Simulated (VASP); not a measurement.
All values below come from PBEsol GGA, VASP's PBE PAW potentials (set 64) (plane waves; VASP). Each cell was relaxed at this level.

### Question
Which of these has an unstable (imaginary) mode at Γ?
(A) CoAl, Pm-3m (221)
(B) CsSnI3, Pm-3m (221)
(C) Os, P6_3/mmc (194)
(D) WO3, P4/nmm (129)

### Answer
D, WO3, P4/nmm (129). Its optical Γ-point modes are 149i (×2), 47i, 130, 245 (×2), 245 (×2), 247, 306 (×2), 317, 361 (×2), 446, 492, 599 (×2), 770, 776, 1034 cm⁻¹.
